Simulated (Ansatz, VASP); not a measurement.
# Si (twisted silicene bilayer, 9.43 deg) in two plane-wave programs

Aim: how closely do two programs agree when they are given the same cell, functional and k mesh? The cell is taken from a series of runs on this material, whose earlier steps may have relaxed, scaled, displaced or heated it; both programs get it as it stands.

Calculated with Ansatz 0.2.0; plane waves, with VASP 6.6.1 beside it; single point at PBE with D3(BJ).

**1. The starting structure**

The cell holds 148 atoms: 148 Si. Cell: a = 23.480 Å, b = 23.479 Å, c = 20.140 Å, α = 90.0°, β = 90.0°, γ = 120.0°. It derives from Si (silicene). As first built, before any earlier steps moved the atoms (in the runner's words): silicene (a = 3.86 A) under silicene (a = 3.86 A), bilayer, commensurate cell of 37 unit cells a layer, twist 9.43 deg; facing atoms 3.26 A apart;; flat layers, displaced by a Gaussian of 0.01 A. Vacuum lies along c.

**2. VASP: single point, PBE with D3(BJ)**

A single point gives forces, pressure and levels at one fixed geometry, so differences don't come from the geometry; what else differs is listed under the comparison.

Lines of VASP's logs that name or quote its potential files are left out, and so is its time.

File INCAR:

```
SYSTEM = Si
PREC = Accurate
ENCUT = 400
EDIFF = 1E-06
NELM = 120
ISMEAR = -1
SIGMA = 0.025
LREAL = Auto
ALGO = Normal
GGA = PE
IVDW = 12
NBANDS = 399
LORBIT = 11
LWAVE = .FALSE.
LCHARG = .FALSE.
ISIF = 2
LASPH = .TRUE.
GGA_COMPAT = .FALSE.
```

File POSCAR:

```
Si
1.0
   23.4795000000      0.0000000000      0.0000000000
  -11.7397500000     20.3338400000      0.0000000000
    0.0000000000      0.0000000000     20.1400000000
Si
148
Direct
    0.1167600000      0.8284700000      0.4190400000
    0.1265100000      0.7389000000      0.3967700000
    0.1983700000      0.0183800000      0.4197100000
    0.2081200000      0.9284100000      0.3973400000
    0.1445200000      0.5589000000      0.4188800000
    0.1524800000      0.4682100000      0.3974000000
    0.2249000000      0.7466400000      0.4187100000
    0.2341200000      0.6571700000      0.3972800000
    0.3058600000      0.9360200000      0.4194200000
    0.3145700000      0.8467400000      0.3976200000
    0.0891700000      0.0988400000      0.4194300000
    0.0994900000      0.0086700000      0.3970900000
    0.1714600000      0.2889000000      0.4195100000
    0.1799000000      0.1984000000      0.3970000000
    0.2515700000      0.4771800000      0.4189200000
    0.2614500000      0.3878100000      0.3972900000
    0.3324300000      0.6662200000      0.4188700000
    0.3431200000      0.5768400000      0.3966600000
    0.4142600000      0.8555500000      0.4201200000
    0.4227700000      0.7652000000      0.3976900000
    0.4960800000      0.0451900000      0.4197500000
    0.5049900000      0.9550800000      0.3976300000
    0.2787200000      0.2069200000      0.4193900000
    0.2880000000      0.1168000000      0.3975300000
    0.3607300000      0.3968100000      0.4193600000
    0.3693100000      0.3062400000      0.3970300000
    0.4415100000      0.5861400000      0.4194600000
    0.4503200000      0.4949000000      0.3975700000
    0.5222100000      0.7740500000      0.4190800000
    0.5311100000      0.6841400000      0.3983700000
[... 112 atom lines left out ...]
    0.9365700000      0.3063200000      0.6028300000
    0.9283400000      0.2074900000      0.5809000000
    0.0442500000      0.4953800000      0.6029600000
    0.0366800000      0.3960300000      0.5812500000
    0.0179900000      0.1985800000      0.6023300000
    0.0090400000      0.0986700000      0.5811200000
```

File KPOINTS:

```
Automatic mesh
0
Gamma
1 1 1
0 0 0
```

Potentials, in the order of the species: Si (PBE family, release 64).

Started as:

```sh
export OMP_NUM_THREADS=3
mpirun -np 1 vasp_gam
```

Numbers of over 12 decimals in the logs are rounded to 6 here.

Output:

```text
[banner, memory and clock lines left out]
running    1 mpi-ranks, on    1 nodes
[...]
Offloading initialized ...    1 GPUs detected
[...]
LDA part: xc-table for (Slater+PW92), standard interpolation
 POSCAR, INCAR and KPOINTS ok, starting setup
[...]
entering main loop
       N       E                     dE             d eps       ncg     rms          rms(c)
DAV:   1     0.381398232174E+04    0.38140E+04   -0.17584E+05   814   0.915E+02
DAV:   2    -0.252639514655E+03   -0.40666E+04   -0.39286E+04  1228   0.185E+02
DAV:   3    -0.708428295126E+03   -0.45579E+03   -0.44938E+03   924   0.656E+01
DAV:   4    -0.727628606758E+03   -0.19200E+02   -0.19029E+02  1108   0.155E+01
[...]
DAV:  27    -0.708599846666E+03   -0.74664E-05   -0.27713E-07   516   0.332E-04    0.103E-04
DAV:  28    -0.708599847668E+03   -0.10014E-05   -0.53643E-08   468   0.167E-04    0.809E-05
DAV:  29    -0.708599847937E+03   -0.26904E-06   -0.13834E-08   468   0.109E-04
   1 F= -.74883962E+03 E0= -.74877429E+03  d E =-.130670E+00
```

Parts of OUTCAR (step 2):

```text
  FREE ENERGIE OF THE ION-ELECTRON SYSTEM (eV)
  ---------------------------------------------------
  free  energy   TOTEN  =      -748.8396200316 eV

  energy  without entropy=     -748.7089504259  energy(sigma->0) =     -748.77428523
```

**3. Ansatz: single point, PBE with D3(BJ)**

Ansatz runs on its default PAW (the set named soft_2) files.

The same cell, functional, mesh and smearing now go to Ansatz, which takes its cutoff from its data sets.

File input.yaml:

```yaml
crystal:
  lattice:
    - [23.4795, 0.0, 0.0]
    - [-11.73975, 20.33384, 0.0]
    - [0.0, 0.0, 20.14]
  atoms:
    - { symbol: Si, position: [0.11676, 0.82847, 0.41904] }
    - { symbol: Si, position: [0.12651, 0.7389, 0.39677] }
    - { symbol: Si, position: [0.19837, 0.01838, 0.41971] }
    - { symbol: Si, position: [0.20812, 0.92841, 0.39734] }
    - { symbol: Si, position: [0.14452, 0.5589, 0.41888] }
    - { symbol: Si, position: [0.15248, 0.46821, 0.3974] }
    - { symbol: Si, position: [0.2249, 0.74664, 0.41871] }
    - { symbol: Si, position: [0.23412, 0.65717, 0.39728] }
    - { symbol: Si, position: [0.30586, 0.93602, 0.41942] }
    - { symbol: Si, position: [0.31457, 0.84674, 0.39762] }
    - { symbol: Si, position: [0.08917, 0.09884, 0.41943] }
    - { symbol: Si, position: [0.09949, 0.00867, 0.39709] }
    - { symbol: Si, position: [0.17146, 0.2889, 0.41951] }
    - { symbol: Si, position: [0.1799, 0.1984, 0.397] }
    - { symbol: Si, position: [0.25157, 0.47718, 0.41892] }
    - { symbol: Si, position: [0.26145, 0.38781, 0.39729] }
    - { symbol: Si, position: [0.33243, 0.66622, 0.41887] }
    - { symbol: Si, position: [0.34312, 0.57684, 0.39666] }
    - { symbol: Si, position: [0.41426, 0.85555, 0.42012] }
    - { symbol: Si, position: [0.42277, 0.7652, 0.39769] }
    - { symbol: Si, position: [0.49608, 0.04519, 0.41975] }
    - { symbol: Si, position: [0.50499, 0.95508, 0.39763] }
    - { symbol: Si, position: [0.27872, 0.20692, 0.41939] }
    - { symbol: Si, position: [0.288, 0.1168, 0.39753] }
    - { symbol: Si, position: [0.36073, 0.39681, 0.41936] }
    - { symbol: Si, position: [0.36931, 0.30624, 0.39703] }
    - { symbol: Si, position: [0.44151, 0.58614, 0.41946] }
    - { symbol: Si, position: [0.45032, 0.4949, 0.39757] }
    - { symbol: Si, position: [0.52221, 0.77405, 0.41908] }
    - { symbol: Si, position: [0.53111, 0.68414, 0.39837] }
[... 112 atom lines left out ...]
    - { symbol: Si, position: [0.93657, 0.30632, 0.60283] }
    - { symbol: Si, position: [0.92834, 0.20749, 0.5809] }
    - { symbol: Si, position: [0.04425, 0.49538, 0.60296] }
    - { symbol: Si, position: [0.03668, 0.39603, 0.58125] }
    - { symbol: Si, position: [0.01799, 0.19858, 0.60233] }
    - { symbol: Si, position: [0.00904, 0.09867, 0.58112] }
kpoints:
  mp_grid: { grid: [1, 1, 1] }
hamiltonian:
  xc: pbe
  dispersion: d3bj
scf:
  occupations: { method: fermi_dirac, width: 0.025 }
output:
  forces: true
  populations: true
  dos:
    method: { smearing: { sigma: 0.15 } }
    de: 0.1
    projected:
      site_lists:
        Si: [Si]
        layer_1: [0, 1, 2, 3, 4, 5, 6, 7, 8, 9, 10, 11, 12, 13, 14, 15, 16, 17, 18, 19, 20, 21, 22, 23, 24, 25, 26, 27, 28, 29, 30, 31, 32, 33, 34, 35, 36, 37, 38, 39, 40, 41, 42, 43, 44, 45, 46, 47, 48, 49, 50, 51, 52, 53, 54, 55, 56, 57, 58, 59, 60, 61, 62, 63, 64, 65, 66, 67, 68, 69, 70, 71, 72, 73]
        layer_2: [74, 75, 76, 77, 78, 79, 80, 81, 82, 83, 84, 85, 86, 87, 88, 89, 90, 91, 92, 93, 94, 95, 96, 97, 98, 99, 100, 101, 102, 103, 104, 105, 106, 107, 108, 109, 110, 111, 112, 113, 114, 115, 116, 117, 118, 119, 120, 121, 122, 123, 124, 125, 126, 127, 128, 129, 130, 131, 132, 133, 134, 135, 136, 137, 138, 139, 140, 141, 142, 143, 144, 145, 146, 147]
  eigenvalues: true
```

Started as:

```sh
ansatz run input.yaml --threads 32 --pin off --max-ram 92160MiB --backend cuda --events-out ev --progress --plain --runs-dir out --max-vram 78GiB
```

Output:

```text
Engine: ansatz 0.2.0, aarch64-unknown-linux-gnu
Pseudopotentials: kind: paw
Pseudopotential: Si, paw, valence charge 4, recommended cutoff 420 eV (normal), Si.paw.azcp
Functional definition: PBE
  parameter kappa = 0.804
  parameter beta = 0.066725
  exchange = pbe_x(kappa = kappa, mu = beta*pi^2/3)
  correlation = pbe_c(beta = beta)
device memory: the entry about to start is reckoned to put 16.2 GiB on a device that reports 176.5 GiB free (of which the cap on the GPU budget leaves the run 78.0 GiB)
GPU FFT provider: cuFFT
GPU libraries: cuBLAS 13.8.1, cuFFT 12.4.0, cuSOLVER 12.3.2
GPU matrix products: emulated (plane waves: as basis.precision tells), large ones in fixed point in workspaces of 1.00 GiB
Crystal: 148 atoms, lattice volume = 9615.408 Å³
Basis set: ecut = 420 eV, 187999 PW (Γ), exchange–correlation on 320×320×270 points (8 copies of the dense FFT grid, shifted against one another)
Bands: 444, of which v1, the nominal top of the filled ones, is band 296 counted from 1 (295 counted from 0)
Symmetry: 1 space group operations
Space group: P1 (ITA 1), of the structure as read, at distance tolerance 2.1e-4 Å
k-points: 1
Non-local potential: Si, projectors of the file, l = 0: 2, l = 1: 2, l = 2: 2
PAW form: soft (Blöchl's): semilocal exchange-correlation on the pseudo side does not see the compensation charge
PAW one-centre angular grid: Si, 110 points (default); XC on 64 Gauss nodes
Initial density: superposition of atomic densities (neutral atoms: chi_scale 0, normalization atom), corrected by the library's trained network
Initial wavefunctions: pseudopotential atomic-orbital guess
GPU buffer pool allocated for 3456000 grid points (all kernels)
GPU transforms: local potential and band sums: pruned to the plane-wave sphere, on 160×160×135
Functional: x = pbe(κ = 0.804, μ = 0.219515), c = pbe(β = 0.066725)
SCF iter   1: F=—  HF=-94045.947144 eV  |F-HF|=—  |Δ(HF+E_count)|=         —  Δρ=1.87e-3  dr2=2.47e0  ethr=1.77e-3  ⟨swp⟩=7.0  Hψ=2304  notcnv=0  defer=106
preconditioner: auto → LDOS  [insulator: Δε(μ)=0.078 eV  Ē_g=7.047 eV  σ=0.025 eV  W_gap=0.63  n_scr=826 (ndim 8)  ℏωp=9.2 eV  f_vac=0.572  D(μ)=41.16/eV (n_scr^D=130)  ε∞_Penn≈2.7  β→1.0]
SCF iter   2: F=—  HF=-94045.938062 eV  |F-HF|=—  |Δ(HF+E_count)|=   9.08e-3  Δρ=8.69e-4  dr2=5.17e-1  ethr=4.18e-4  ⟨swp⟩=3.0  Hψ=823  notcnv=0  defer=127
SCF iter   3: F=—  HF=-94045.881347 eV  |F-HF|=—  |Δ(HF+E_count)|=   5.67e-2  Δρ=2.77e-4  dr2=5.22e-2  ethr=8.74e-5  ⟨swp⟩=4.0  Hψ=763  notcnv=0  defer=127
SCF iter   4: F=—  HF=-94045.876059 eV  |F-HF|=—  |Δ(HF+E_count)|=   5.29e-3  Δρ=8.10e-5  dr2=1.87e-3  ethr=8.81e-6  ⟨swp⟩=2.0  Hψ=538  notcnv=0  defer=127
SCF iter   5: F=—  HF=-94045.882424 eV  |F-HF|=—  |Δ(HF+E_count)|=   6.37e-3  Δρ=3.02e-5  dr2=4.07e-4  ethr=3.16e-7  ⟨swp⟩=2.0  Hψ=614  notcnv=0  defer=127
SCF iter   6: F=—  HF=-94045.882442 eV  |F-HF|=—  |Δ(HF+E_count)|=   1.73e-5  Δρ=1.05e-5  dr2=4.22e-5  ethr=6.87e-8  ⟨swp⟩=2.0  Hψ=540  notcnv=0  defer=127
SCF iter   7: F=—  HF=-94045.879665 eV  |F-HF|=—  |Δ(HF+E_count)|=   2.78e-3  Δρ=4.15e-6  dr2=7.68e-6  ethr=7.13e-9  ⟨swp⟩=3.0  Hψ=889  notcnv=0  defer=127
SCF iter   8: F=—  HF=-94045.879666 eV  |F-HF|=—  |Δ(HF+E_count)|=   7.00e-7  Δρ=1.54e-6  dr2=1.29e-6  ethr=1.30e-9  ⟨swp⟩=2.0  Hψ=460  notcnv=0  defer=127
SCF iter   9: F=—  HF=-94045.879666 eV  |F-HF|=—  |Δ(HF+E_count)|=   5.92e-7  Δρ=5.97e-7  dr2=1.68e-7  ethr=2.18e-10  ⟨swp⟩=3.0  Hψ=601  notcnv=0  defer=127
SCF iter  10: F=-94045.879666 eV  HF=-94045.879666 eV  |F-HF|=1.11e-8  |Δ(HF+E_count)|=   7.80e-8  Δρ=2.71e-7  dr2=4.01e-8  ethr=1.69e-11  ⟨swp⟩=24.0  Hψ=3635  notcnv=0
SCF 1 converged in 10 iterations: F = -94045.879666 eV  dr2 = 4.01e-8
  greatest PAW one-centre occupation: 0.651 electrons in one spin orbital (limit 2), on the Si atom at site 52 (counted from 0), in its partial waves of l = 0
SCF converged after 10 iterations
Free energy (F): -94045.879666 eV
Harris-Foulkes:  -94045.879666 eV  (|F-HF|=1.11e-8)
Internal energy: -94045.749479 eV  (E = F + TS)
E sigma→0 (E₀):  -94045.814573 eV
Entropy (-TS):   -0.130188 eV (-0.880 meV/atom)
Fermi energy:    -1.245651 eV
--- Per-component energies (eV) ---
  E_band       = -3693.367371
  E_kinetic    = 5784.772223
  E_local      = -104061.798283  (includes V_loc(G=0)·N_el)
  E_nonlocal   = 3872.265514
  E_hartree    = 48907.825683
  E_xc         = -8050.307097
  E_vxc        = -6753.209927  (∫ρ·V_xc dr)
  E_paw        = -75876.759591  (= ΣΔE_a)
  E_vpaw       = -351.047673  (= ΣTr[D̂ρ^β])
  E_aug_tail   = 0.000946  (compensation charges beyond the density's cutoff)
  E_ewald      = 35418.495351
  E_disp       = -40.244225  (pairwise vdW)
  E_smearing   = -0.130188  (= −TS)
  E_closure    = 0.000000  (closes the sum)
  Σ components = -94045.879666   (vs F -94045.879666, Δ=0.00e0)
--- Forces (eV/Å), atoms counted from 1 ---
[... 148 lines of forces left out ...]
  max |Σ_I F_I| component: 1.84e-5 eV/Å
--- Band table (eV) ---
--- Löwdin populations: 148 sites ---
  site symbol       q [e]
[... 148 lines, one an atom, left out ...]
  spilling = 0.012267 (of n_electrons = 592.000000)
```

**4. Side by side**

Known differences besides the potentials themselves: the cutoff is 420 eV in Ansatz and 400 eV in VASP (PREC = Accurate, projectors in real space). Total energies have different zeros and are not compared.

The two programs side by side:

| quantity | Ansatz | VASP | difference |
| --- | --- | --- | --- |
| gap on the k mesh (eV) | 0.065 | 0.064 | 0.000 |

Forces on 10 of the 148 atoms, those with the largest forces and the largest differences (eV/Å; atoms numbered as in POSCAR):

| atom | Ansatz x, y, z | VASP x, y, z |
| --- | --- | --- |
| Si17 | 0.287, -0.038, 0.623 | 0.287, -0.037, 0.618 |
| Si27 | 0.092, -0.420, 0.547 | 0.090, -0.421, 0.542 |
| Si44 | 0.284, -0.084, -0.170 | 0.285, -0.083, -0.163 |
| Si56 | 0.296, 0.134, -0.147 | 0.295, 0.135, -0.140 |
| Si62 | -0.291, 0.153, -0.167 | -0.290, 0.151, -0.160 |
| Si82 | -0.343, 0.445, -0.447 | -0.344, 0.444, -0.441 |
| Si88 | 0.236, 0.430, -0.565 | 0.236, 0.430, -0.560 |
| Si90 | -0.477, 0.234, -0.563 | -0.478, 0.233, -0.558 |
| Si100 | -0.362, -0.131, -0.535 | -0.362, -0.131, -0.530 |
| Si102 | -0.724, -0.065, -0.353 | -0.722, -0.065, -0.348 |

The forces differ by 3.2 meV/Å r.m.s., which is 1.4 % of the r.m.s. force of 0.236 eV/Å (both taken over all components). A gap on the mesh is an upper bound, since the band edges may lie between its points. With vacuum in the cell, a pressure given here is an average over mostly empty space and none of the material.

**5. Outcome**

```json
{"r.m.s. force difference (single point, PBE with D3(BJ))": "1.4 % of the r.m.s. force"}
```

What this shows: The r.m.s. force difference is 1.4 % of the r.m.s. force (single point, PBE with D3(BJ)), within the 3 % picked in this series as the mark of a large difference. How closely two codes agree says nothing of how well the functional describes the real material.

[Lines on the potential files, build, host, timing and source positions are cut from VASP's logs without a mark.]

[Logs are printed without paths, hosts, clocks, repeated set-up lines and the standing remarks that a program may print on its own settings, such as how far it seeks lower states.]

[Hosts, paths, dates, database ids (printed as entryN), source tags and the programs' standing remarks are cut or masked in the printed files.]
